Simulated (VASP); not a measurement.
Here is the system:

```
CELL_PARAMETERS angstrom
      3.13174     0.00000     0.00000
     -1.56587     2.71217     0.00000
      0.00000     0.00000     6.53993
ATOMIC_POSITIONS crystal
  Ag 0.00000 0.00000 0.00000
  Ag 0.00000 0.00000 0.50000
  F  0.33333 0.66667 0.25000
  F  0.66667 0.33333 0.75000
```

The numbers are results of PBEsol GGA, VASP's PBE PAW potentials (set 64) (plane waves; VASP), not measurements. Numerical set-up: 520 eV cut-off, Gaussian smearing of 0.050 eV, potentials Ag F.

Q: Estimate the band gap (along the path) with the smallest direct gap where there is one.

A: 
```json
{
 "band gap (along the path)": "none (metal, semimetal or under 0.01 eV)"
}
```

Only differences to runs with the same potentials and settings are physical.

The structure was generated: AgF was put into the NiAs type type (P6_3/mmc), which need not be its known phase. It was relaxed first, which changed the volume by +38 %.
